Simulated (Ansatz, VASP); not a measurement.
# Cross-check of BiP between VASP and Ansatz

One calculation is typed for both programs; each brings its own data sets. How far apart do they land? The cell is generated by rule, not measured, and may not be a known phase. The cell is taken from a series of runs on this material, whose earlier steps may have relaxed, scaled, displaced or heated it; both programs get it as it stands.

Method: plane waves, with VASP 6.6.1 beside it; zone-centre phonons at PBE, in Ansatz 0.2.0.

The structure was built from a prototype and need not be the compound's stable phase.

## Step 1: The starting structure

The structure is hexagonal, space group P6_3mc (No. 186). The conventional cell has a = 4.903 Å, b = 4.903 Å, c = 6.170 Å, α = 90.00°, β = 90.00°, γ = 120.00°. Nearest to Bi lie 4 P at 2.71 to 2.86 Å. Nearest to P lie 4 Bi at 2.71 to 2.86 Å. Farther neighbours are not listed.

Coordinates:

```xyz
4
Lattice="4.9030 0.0000 0.0000 -2.4515 4.2461 0.0000 0.0000 0.0000 6.1697" Properties=species:S:1:pos:R:3 pbc="T T T"
Bi    0.0000    2.8308    5.9710
Bi    2.4515    1.4154    2.8861
P     0.0000    2.8308    2.5124
P     2.4515    1.4154    5.5972
```

## Step 2: VASP: zone-centre phonons, PBE

Second derivatives magnify differences that forces hide, and they need a tight electronic threshold.

Lines of VASP's logs that name or quote its potential files are left out, and so is its time.

The input, INCAR:

```
SYSTEM = BiP
PREC = Accurate
ENCUT = 500
EDIFF = 1E-08
NELM = 120
ISMEAR = 0
SIGMA = 0.02
LREAL = .FALSE.
ALGO = Normal
GGA = PE
NBANDS = 26
LORBIT = 11
LWAVE = .FALSE.
LCHARG = .FALSE.
ISIF = 2
IBRION = 8
LASPH = .TRUE.
GGA_COMPAT = .FALSE.
EFERMI = MIDGAP
KPAR = 2
```

The input, POSCAR:

```
BiP
1.0
    4.9030060132      0.0000000000      0.0000000000
   -2.4515030066      4.2461277623      0.0000000000
    0.0000000000      0.0000000000      6.1696790556
Bi P
2 2
Direct
    0.3333333333      0.6666666667      0.9677903989
    0.6666666667      0.3333333333      0.4677903989
    0.3333333333      0.6666666667      0.4072096011
    0.6666666667      0.3333333333      0.9072096011
```

The input, KPOINTS:

```
Automatic mesh
0
Gamma
10 10 4
0 0 0
```

Potentials, in the order of the species: Bi_d and P (PBE family, release 64).

On the command line:

```sh
$ mpirun -np 2 vasp_std
```

Numbers of over 12 decimals in the logs are rounded to 6 here.

The log of the run:

```text
[banner, memory and clock lines left out]
running    2 mpi-ranks, on    1 nodes
 distrk:  each k-point on    1 cores,    2 groups
 distr:  one band on    1 cores,    1 groups

 POSCAR found type information on POSCAR BiP
 POSCAR found :  2 types and       4 ions
 LDA part: xc-table for (Slater+PW92), standard interpolation
 POSCAR, INCAR and KPOINTS ok, starting setup
 FFT: planning ... GRIDC
 FFT: planning ... GRID_SOFT
 FFT: planning ... GRID
 WAVECAR not read
 entering main loop
       N       E                     dE             d eps       ncg     rms          rms(c)
DAV:   1     0.373918561234E+03    0.37392E+03   -0.19590E+04  2184   0.155E+03
DAV:   2     0.187749975997E+02   -0.35514E+03   -0.34957E+03  2298   0.406E+02
DAV:   3    -0.170846628110E+02   -0.35860E+02   -0.35139E+02  2780   0.145E+02
DAV:   4    -0.184416324082E+02   -0.13570E+01   -0.13528E+01  2486   0.304E+01
DAV:   5    -0.185046370346E+02   -0.63005E-01   -0.62983E-01  3106   0.631E+00    0.494E+00
DAV:   6    -0.177284886596E+02    0.77615E+00   -0.30239E+00  2610   0.728E+00    0.245E+00
DAV:   7    -0.177498055557E+02   -0.21317E-01   -0.38065E-01  2380   0.241E+00    0.186E+00
DAV:   8    -0.177517779509E+02   -0.19724E-02   -0.85660E-02  2684   0.198E+00    0.333E-01
DAV:   9    -0.177469343176E+02    0.48436E-02   -0.25009E-02  2656   0.919E-01    0.150E-01
DAV:  10    -0.177475042511E+02   -0.56993E-03   -0.27048E-03  2758   0.255E-01    0.465E-02
DAV:  11    -0.177477796846E+02   -0.27543E-03   -0.48954E-04  2456   0.112E-01    0.221E-02
DAV:  12    -0.177477926910E+02   -0.13006E-04   -0.93386E-05  2698   0.456E-02    0.527E-03
DAV:  13    -0.177478012777E+02   -0.85867E-05   -0.22329E-05  2348   0.261E-02    0.484E-03
DAV:  14    -0.177478014783E+02   -0.20065E-06   -0.89815E-07  2956   0.639E-03    0.133E-03
DAV:  15    -0.177478015183E+02   -0.39943E-07   -0.34941E-07  2130   0.295E-03    0.331E-04
DAV:  16    -0.177478015146E+02    0.36516E-08   -0.39859E-08  2210   0.142E-03
   1 F= -.17747802E+02 E0= -.17747802E+02  d E =-.267210E-13
 Linear response reoptimize wavefunctions to high precision
DAV:   1    -0.177478015127E+02    0.18990E-08   -0.51898E-09  1988   0.499E-04
DAV:   2    -0.177478015128E+02   -0.68212E-10   -0.43914E-10  1220   0.202E-04
 Linear response DOF=           4
 Linear response progress:
  Degree of freedom:   1/  4
       N       E                     dE             d eps       ncg     rms          rms(c)
RMM:   1    -0.331313357750E+00   -0.33131E+00    0.23605E-01 13886   0.842E+00
RMM:   2    -0.338838865114E+00   -0.75255E-02   -0.21040E-02 17406   0.978E-01    0.481E-02
RMM:   3    -0.338749768056E+00    0.89097E-04   -0.26817E-03 20927   0.298E-01    0.326E-02
RMM:   4    -0.338325968638E+00    0.42380E-03   -0.19780E-04 19517   0.841E-02    0.849E-03
RMM:   5    -0.338292502688E+00    0.33466E-04   -0.99759E-05 20963   0.290E-02    0.332E-03
RMM:   6    -0.338300919901E+00   -0.84172E-05   -0.13894E-05 20205   0.118E-02    0.999E-04
RMM:   7    -0.338316107706E+00   -0.15188E-04   -0.10928E-05 21880   0.518E-03    0.436E-04
RMM:   8    -0.338319462135E+00   -0.33544E-05   -0.21211E-06 20291   0.223E-03    0.106E-04
RMM:   9    -0.338318814641E+00    0.64749E-06   -0.17561E-06 21416   0.806E-04    0.429E-05
RMM:  10    -0.338318745439E+00    0.69203E-07   -0.72135E-07 21759   0.373E-04    0.114E-05
RMM:  11    -0.338318702001E+00    0.43437E-07    0.47857E-07 21814   0.215E-04    0.634E-06
RMM:  12    -0.338318802408E+00   -0.10041E-06    0.40452E-07 21328   0.148E-04    0.287E-06
RMM:  13    -0.338318826345E+00   -0.23938E-07    0.14464E-07 23101   0.110E-04    0.129E-06
RMM:  14    -0.338318831930E+00   -0.55845E-08    0.11443E-07 24560   0.906E-05    0.359E-07
RMM:  15    -0.338318839776E+00   -0.78460E-08    0.24591E-09 24526   0.798E-05    0.243E-07
 first order change of Fermi-energy   0.48272E-05
 force on displaced ion       1 direction 1 :  -4.737   0.001  -0.000
 Linear response progress:
  Degree of freedom:   2/  4
       N       E                     dE             d eps       ncg     rms          rms(c)
RMM:   1    -0.342506022070E+00   -0.34251E+00    0.17729E-01  3447   0.796E+00
RMM:   2    -0.348619979935E+00   -0.61140E-02   -0.23592E-02  4278   0.104E+00    0.693E-02
RMM:   3    -0.348383549244E+00    0.23643E-03   -0.20654E-03  5018   0.302E-01    0.427E-02
RMM:   4    -0.348049966001E+00    0.33358E-03   -0.42892E-05  4866   0.932E-02    0.145E-02
RMM:   5    -0.347993437914E+00    0.56528E-04    0.79098E-05  4850   0.328E-02    0.517E-03
RMM:   6    -0.348002303382E+00   -0.88655E-05    0.84277E-06  4688   0.153E-02    0.148E-03
RMM:   7    -0.348019888178E+00   -0.17585E-04    0.54083E-07  4964   0.743E-03    0.705E-04
RMM:   8    -0.348029592073E+00   -0.97039E-05    0.11317E-06  4597   0.344E-03    0.247E-04
RMM:   9    -0.348028995482E+00    0.59659E-06    0.12834E-06  5207   0.144E-03    0.125E-04
RMM:  10    -0.348029198784E+00   -0.20330E-06    0.15886E-06  4410   0.711E-04    0.421E-05
RMM:  11    -0.348028923899E+00    0.27489E-06    0.17874E-07  5352   0.363E-04    0.219E-05
RMM:  12    -0.348029052965E+00   -0.12907E-06    0.33626E-07  4799   0.206E-04    0.847E-06
RMM:  13    -0.348029027330E+00    0.25635E-07   -0.74027E-08  5155   0.134E-04    0.368E-06
RMM:  14    -0.348029030212E+00   -0.28828E-08   -0.24388E-07  5442   0.963E-05    0.179E-06
RMM:  15    -0.348029009839E+00    0.20374E-07   -0.18341E-07  5449   0.766E-05    0.755E-07
RMM:  16    -0.348029000946E+00    0.88931E-08   -0.11786E-07  5477   0.675E-05    0.452E-07
RMM:  17    -0.348028997938E+00    0.30077E-08   -0.10238E-07  4875   0.621E-05    0.278E-07
RMM:  18    -0.348028994140E+00    0.37979E-08   -0.72216E-08  4645   0.595E-05    0.650E-08
 first order change of Fermi-energy  -0.14491E+00
 force on displaced ion       1 direction 3 :   0.000   0.000  -6.144
 Linear response progress:
  Degree of freedom:   3/  4
       N       E                     dE             d eps       ncg     rms          rms(c)
RMM:   1    -0.526520275391E-01   -0.52652E-01    0.21338E-02 21764   0.104E+00
RMM:   2    -0.500623992369E-01    0.25896E-02   -0.31027E-03 16568   0.272E-01    0.739E-02
RMM:   3    -0.502284369300E-01   -0.16604E-03   -0.53845E-04 19364   0.104E-01    0.303E-02
RMM:   4    -0.503960922017E-01   -0.16766E-03   -0.10031E-04 20230   0.501E-02    0.922E-03
RMM:   5    -0.504228459717E-01   -0.26754E-04   -0.57690E-06 21368   0.163E-02    0.563E-03
RMM:   6    -0.504148192120E-01    0.80268E-05   -0.32304E-06 20063   0.576E-03    0.194E-03
RMM:   7    -0.504200775799E-01   -0.52584E-05   -0.34949E-06 21000   0.193E-03    0.922E-04
RMM:   8    -0.504198475436E-01    0.23004E-06    0.17244E-06 21311   0.796E-04    0.135E-04
RMM:   9    -0.504195773241E-01    0.27022E-06   -0.51834E-07 20993   0.277E-04    0.304E-05
RMM:  10    -0.504195461636E-01    0.31160E-07    0.25741E-08 22476   0.119E-04    0.104E-05
RMM:  11    -0.504195060633E-01    0.40100E-07    0.72545E-09 19178   0.691E-05    0.804E-06
RMM:  12    -0.504195033221E-01    0.27413E-08   -0.43285E-08 22387   0.456E-05    0.263E-06
 first order change of Fermi-energy  -0.75816E-05
 force on displaced ion       3 direction 1 :  -4.164  -0.002  -0.001
 Linear response progress:
  Degree of freedom:   4/  4
       N       E                     dE             d eps       ncg     rms          rms(c)
RMM:   1    -0.561210666284E-01   -0.56121E-01    0.26318E-02  5167   0.108E+00
RMM:   2    -0.537708091162E-01    0.23503E-02   -0.27038E-03  4133   0.296E-01    0.800E-02
RMM:   3    -0.540063217467E-01   -0.23551E-03   -0.65976E-04  4256   0.124E-01    0.359E-02
RMM:   4    -0.541609478952E-01   -0.15463E-03   -0.13089E-04  4907   0.553E-02    0.114E-02
RMM:   5    -0.542100347134E-01   -0.49087E-04   -0.50755E-05  4971   0.196E-02    0.528E-03
RMM:   6    -0.542065690473E-01    0.34657E-05   -0.15857E-06  4953   0.734E-03    0.295E-03
RMM:   7    -0.542057022469E-01    0.86680E-06    0.31474E-06  4440   0.310E-03    0.378E-04
RMM:   8    -0.542080420597E-01   -0.23398E-05   -0.14683E-06  4690   0.116E-03    0.157E-04
RMM:   9    -0.542078736229E-01    0.16844E-06    0.16951E-06  4957   0.479E-04    0.352E-05
RMM:  10    -0.542078590224E-01    0.14601E-07    0.30178E-07  4921   0.203E-04    0.267E-05
RMM:  11    -0.542078219496E-01    0.37073E-07   -0.20535E-08  4855   0.986E-05    0.467E-06
RMM:  12    -0.542078287668E-01   -0.68172E-08    0.25399E-07  4855   0.633E-05    0.214E-06
RMM:  13    -0.542078383196E-01   -0.95528E-08    0.77758E-08  4901   0.488E-05    0.711E-07
 first order change of Fermi-energy   0.14478E+00
 force on displaced ion       3 direction 3 :  -0.000  -0.000  -5.440
 Linear response finished
```

OUTCAR, selected parts (step 2):

```text
ion  position               nearest neighbor table
   1  0.333  0.667  0.968-   3 2.71   4 2.86   4 2.86   4 2.86
   2  0.667  0.333  0.468-   4 2.71   3 2.86   3 2.86   3 2.86
   3  0.333  0.667  0.407-   1 2.71   2 2.86   2 2.86   2 2.86
   4  0.667  0.333  0.907-   2 2.71   1 2.86   1 2.86   1 2.86

  LATTYP: Found a hexagonal cell.
 ALAT       =     4.9030060132
 C/A-ratio  =     1.2583462143

 Subroutine GETGRP returns: Found 12 space group operations
 (whereof  6 operations were pure point group operations)

The static configuration has the point symmetry C_3v.
 The point group associated with its full space group is C_6v.

 Found     42 irreducible k-points:

   k-points           NKPTS =     42   k-points in BZ     NKDIM =     42   number of bands    NBANDS=     26

   dimension x,y,z NGX =    36 NGY =   36 NGZ =   48
   dimension x,y,z NGXF=    72 NGYF=   72 NGZF=   96

   ENCUT  =  500.0 eV  36.75 Ry    6.06 a.u.   8.94  8.94 11.25*2*pi/ulx,y,z

   NELECT =      40.0000    total number of electrons

 k-points in reciprocal lattice and weights: Automatic mesh
   0.00000000  0.00000000  0.00000000       0.003
   0.10000000  0.00000000  0.00000000       0.015
   0.20000000  0.00000000  0.00000000       0.015
   0.30000000  0.00000000  0.00000000       0.015
   0.40000000  0.00000000  0.00000000       0.015
   0.50000000  0.00000000  0.00000000       0.007
   0.10000000  0.10000000  0.00000000       0.015
   0.20000000  0.10000000  0.00000000       0.030
   0.30000000  0.10000000  0.00000000       0.030
[...]
0.40000000  0.20000000  0.50000000       0.015
   0.30000000  0.30000000  0.50000000       0.015

 average (electrostatic) potential at core
       1-106.4435       2-106.4435       3 -83.7467       4 -83.7467

  Total       -0.0341814     -0.0341814     -0.0302940     -0.0000000     -0.0000000     -0.0000000
  in kB       -0.4263663     -0.4263663     -0.3778758     -0.0000000     -0.0000000     -0.0000000
  external PRESSURE =      -0.4102028 kB  Pullay stress =       0.0000000 kB

  energy-cutoff  :      500.00
  volume of cell :      128.45
      direct lattice vectors                 reciprocal lattice vectors
     4.903006013  0.000000000  0.000000000     0.203956511  0.117754347  0.000000000
    -2.451503007  4.246127762  0.000000000     0.000000000  0.235508693  0.000000000
     0.000000000  0.000000000  6.169679056     0.000000000  0.000000000  0.162082985

 POSITION                                       TOTAL-FORCE (eV/Angst)
 -----------------------------------------------------------------------------------
     -0.00000      2.83075      5.97096         0.000000     -0.000000      0.000224
      2.45150      1.41538      2.88612        -0.000000      0.000000      0.000224
     -0.00000      2.83075      2.51235        -0.000000     -0.000000     -0.000224
      2.45150      1.41538      5.59719         0.000000      0.000000     -0.000224
 -----------------------------------------------------------------------------------
    total drift:                               -0.000000      0.000000     -0.000556

 Eigenvectors and eigenvalues of the dynamical matrix
 ----------------------------------------------------

   1 f  =    7.551877 THz    47.449845 2PiTHz  251.903512 cm-1    31.232041 meV
             X         Y         Z           dx          dy          dz
     -0.000000  2.830752  5.970956    -0.000000   -0.000000    0.170908
      2.451503  1.415376  2.886117    -0.000000   -0.000000   -0.170908
     -0.000000  2.830752  2.512353     0.000000    0.000000   -0.686142
      2.451503  1.415376  5.597192     0.000000    0.000000    0.686142

   2 f  =    6.534456 THz    41.057199 2PiTHz  217.965998 cm-1    27.024327 meV
             X         Y         Z           dx          dy          dz
     -0.000000  2.830752  5.970956     0.254494   -0.000001    0.000000
      2.451503  1.415376  2.886117     0.254494   -0.000001   -0.000000
     -0.000000  2.830752  2.512353    -0.659722    0.000003    0.000000
      2.451503  1.415376  5.597192    -0.659722    0.000003    0.000000

   3 f  =    6.534456 THz    41.057199 2PiTHz  217.965998 cm-1    27.024327 meV
             X         Y         Z           dx          dy          dz
     -0.000000  2.830752  5.970956    -0.000001   -0.254494    0.000000
      2.451503  1.415376  2.886117    -0.000001   -0.254494   -0.000000
     -0.000000  2.830752  2.512353     0.000003    0.659722   -0.000000
      2.451503  1.415376  5.597192     0.000003    0.659722   -0.000000

   4 f  =    6.037324 THz    37.933628 2PiTHz  201.383466 cm-1    24.968356 meV
             X         Y         Z           dx          dy          dz
     -0.000000  2.830752  5.970956     0.000000    0.000000   -0.253859
      2.451503  1.415376  2.886117    -0.000000   -0.000000   -0.253859
     -0.000000  2.830752  2.512353     0.000000    0.000000    0.659966
      2.451503  1.415376  5.597192    -0.000000   -0.000000    0.659966

   5 f  =    5.719834 THz    35.938778 2PiTHz  190.793130 cm-1    23.655323 meV
             X         Y         Z           dx          dy          dz
     -0.000000  2.830752  5.970956    -0.257844   -0.000003   -0.000000
      2.451503  1.415376  2.886117     0.257844    0.000003   -0.000000
     -0.000000  2.830752  2.512353    -0.658420   -0.000009    0.000000
      2.451503  1.415376  5.597192     0.658420    0.000009    0.000000

   6 f  =    5.719834 THz    35.938778 2PiTHz  190.793130 cm-1    23.655323 meV
             X         Y         Z           dx          dy          dz
     -0.000000  2.830752  5.970956    -0.000003    0.257844   -0.000000
      2.451503  1.415376  2.886117     0.000003   -0.257844    0.000000
     -0.000000  2.830752  2.512353    -0.000009    0.658420   -0.000000
      2.451503  1.415376  5.597192     0.000009   -0.658420   -0.000000

   7 f  =    2.595290 THz    16.306687 2PiTHz   86.569550 cm-1    10.733251 meV
             X         Y         Z           dx          dy          dz
     -0.000000  2.830752  5.970956     0.000000   -0.000000   -0.686142
      2.451503  1.415376  2.886117    -0.000000    0.000000    0.686142
     -0.000000  2.830752  2.512353    -0.000000    0.000000   -0.170908
      2.451503  1.415376  5.597192     0.000000   -0.000000    0.170908

   8 f  =    1.176043 THz     7.389295 2PiTHz   39.228564 cm-1     4.863720 meV
             X         Y         Z           dx          dy          dz
     -0.000000  2.830752  5.970956     0.658420    0.000020    0.000000
      2.451503  1.415376  2.886117    -0.658420   -0.000020   -0.000000
     -0.000000  2.830752  2.512353    -0.257844   -0.000008    0.000000
      2.451503  1.415376  5.597192     0.257844    0.000008    0.000000

   9 f  =    1.176043 THz     7.389295 2PiTHz   39.228564 cm-1     4.863720 meV
             X         Y         Z           dx          dy          dz
     -0.000000  2.830752  5.970956     0.000020   -0.658420    0.000000
      2.451503  1.415376  2.886117    -0.000020    0.658420   -0.000000
     -0.000000  2.830752  2.512353    -0.000008    0.257844   -0.000000
      2.451503  1.415376  5.597192     0.000008   -0.257844   -0.000000

  10 f/i=    0.001752 THz     0.011005 2PiTHz    0.058424 cm-1     0.007244 meV
             X         Y         Z           dx          dy          dz
     -0.000000  2.830752  5.970956     0.000000    0.000000    0.659966
      2.451503  1.415376  2.886117     0.000000    0.000000    0.659966
     -0.000000  2.830752  2.512353     0.000000    0.000000    0.253859
      2.451503  1.415376  5.597192     0.000000    0.000000    0.253859

  11 f/i=    0.004392 THz     0.027597 2PiTHz    0.146510 cm-1     0.018165 meV
             X         Y         Z           dx          dy          dz
     -0.000000  2.830752  5.970956    -0.343899    0.562997    0.000000
      2.451503  1.415376  2.886117    -0.343899    0.562997    0.000000
     -0.000000  2.830752  2.512353    -0.132662    0.217181    0.000000
      2.451503  1.415376  5.597192    -0.132662    0.217181    0.000000

  12 f/i=    0.004392 THz     0.027597 2PiTHz    0.146510 cm-1     0.018165 meV
             X         Y         Z           dx          dy          dz
     -0.000000  2.830752  5.970956    -0.562997   -0.343899    0.000000
      2.451503  1.415376  2.886117    -0.562997   -0.343899    0.000000
     -0.000000  2.830752  2.512353    -0.217181   -0.132662    0.000000
      2.451503  1.415376  5.597192    -0.217181   -0.132662    0.000000

 ELASTIC MODULI CONTR FROM IONIC RELAXATION (kBar)
 Direction    XX          YY          ZZ          XY          YZ          ZX
 --------------------------------------------------------------------------------
 XX         -48.6979     48.2819     12.3997     -0.0000     -0.0000     -0.0000
 YY          48.2819    -48.6979     12.3997      0.0000      0.0000      0.0000
 ZZ          12.3997     12.3997   -739.0893     -0.0000     -0.0000      0.0000
 XY          -0.0000      0.0000     -0.0000    -48.4899      0.0000      0.0000
 YZ           0.0000     -0.0000     -0.0000      0.0000     -1.1584     -0.0000
 ZX          -0.0000      0.0000      0.0000     -0.0000     -0.0000     -2.0349
 --------------------------------------------------------------------------------
```

[end of part 1 of 2]

[Lines on the potential files, build, host, timing and source positions are cut from VASP's logs without a mark.]

[Logs are printed without paths, hosts, clocks, repeated set-up lines and the standing remarks that a program may print on its own settings, such as how far it seeks lower states.]

[Hosts, paths, dates, database ids (printed as entryN), source tags and the programs' standing remarks are cut or masked in the printed files.]
